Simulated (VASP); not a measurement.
The system is AlN.

```
Al N
1.0
     3.11300    0.00000    0.00000
    -1.55650    2.69594    0.00000
     0.00000    0.00000    4.98100
Al N
2 2
Direct
  0.33333 0.66667 0.00000
  0.66667 0.33333 0.50000
  0.33333 0.66667 0.38000
  0.66667 0.33333 0.88000
```

| Quantity | Value |
| --- | --- |
| Program | VASP 6.6.1 |
| Task | relaxation of cell and atoms |
| Functional | PBE |
| Potentials or basis | VASP PAW PBE potentials, release 64 (Al, N) |
| Cutoff | 700 eV |
| k mesh | 12 × 12 × 6 |
| Occupations | gaussian, width 0.02 eV |
| Spin | no spin polarisation |

At the start: pressure 3.4 GPa; volume 10.45 Å³/atom.

Q: How do energy, volume and symmetry change on relaxing?

A: Over 7 steps the energy falls by 2.1 meV/atom and the volume is 10.62 Å³/atom (+1.7 %); space group P6_3mc (No. 186, to 0.05 Å).

The path:
| step | energy change (eV) | largest force (eV/Å) | pressure (GPa) | volume (Å³) |
| --- | --- | --- | --- | --- |
| 1 | 0.0000 | 0.1291 | 3.38 | 41.80 |
| 2 | -0.0014 | 0.0917 | -2.88 | 43.15 |
| 3 | -0.0083 | 0.0054 | 0.00 | 42.50 |
| 4 | -0.0083 | 0.0033 | -0.06 | 42.51 |
| 5 | -0.0083 | 0.0051 | 0.03 | 42.49 |
| 6 | -0.0083 | 0.0052 | 0.04 | 42.49 |
| 7 | -0.0083 | 0.0009 | 0.01 | 42.49 |

Final structure:
```yaml
crystal:
  lattice:
    - [3.12795, 0.00000, 0.00000]
    - [-1.56397, 2.70888, 0.00000]
    - [0.00000, 0.00000, 5.01494]
  atoms:
    - { symbol: Al, position: [0.33333, 0.66667, 0.99925] }
    - { symbol: Al, position: [0.66667, 0.33333, 0.49925] }
    - { symbol: N, position: [0.33333, 0.66667, 0.38075] }
    - { symbol: N, position: [0.66667, 0.33333, 0.88075] }
```
